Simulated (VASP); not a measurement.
Data:

```xyz
1
Lattice="3.1615 0.0000 0.0000 0.0000 3.1615 0.0000 0.0000 0.0000 3.1615" Properties=species:S:1:pos:R:3 pbc="T T T"
Ho     0.0000     0.0000     0.0000
```

All values below come from PBEsol GGA, VASP's PBE PAW potentials (set 64) (plane waves; VASP). Run with 480 eV cut-off, 10×10×10 Γ-centred mesh, first-order Methfessel-Paxton smearing of 0.10 eV, potentials Ho_3.

The 4f electrons are frozen in the core of the lanthanide potential, so 4f levels, which can set the real gap, and their magnetism are missing. Energy and stress use the plane-wave basis of the starting cell.

Q: The ions, cell shape and volume at an external pressure of 15.0 GPa are relaxed. Predict the relaxed structure.

A: 
```xyz
1
Lattice="2.8494 0.0000 0.0000 0.0000 2.8494 0.0000 0.0000 0.0000 2.8494" Properties=species:S:1:pos:R:3 pbc="T T T"
Ho     0.0000     0.0000     0.0000
```
Space group Pm-3m (221), at a tolerance of 0.03 Å.

Q: How do energy and volume change from the first to the last step?

A: The energy (σ→0) changes by +323.9 meV/atom and the volume by -26.8 %, in 4 ionic steps.

The structure was generated: Ho was put into the simple-cubic type (Pm-3m), which need not be its known phase. This run relaxes it under an external pressure of 15 GPa. Symmetry was kept, so distortions that lower it aren't found.
